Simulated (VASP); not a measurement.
```xyz
1
Lattice="-1.3737 1.3737 1.3737 1.3737 -1.3737 1.3737 1.3737 1.3737 -1.3737" Properties=species:S:1:pos:R:3 pbc="T T T"
Fe     0.0000     0.0000     0.0000
```
Starting moments (μB, in the order of the record's atoms Fe): 2.1.

Calculation: rev-vdW-DF2, VASP's PBE PAW potentials (set 64) (plane waves; VASP). Settings: 520 eV cut-off, 18×18×18 Γ-centred mesh, first-order Methfessel-Paxton smearing of 0.10 eV, potentials Fe.

Question: Give the stress tensor in GPa (positive for a compressed cell).

Answer: 
```
15.50   0.00   0.00
 0.00  15.50   0.00
 0.00   0.00  15.50
```
The pressure is its mean diagonal, 15.50 GPa.

The compound is Fe in the bcc structure. This cell is one point of a volume scan, at 0.94 of the reference volume.
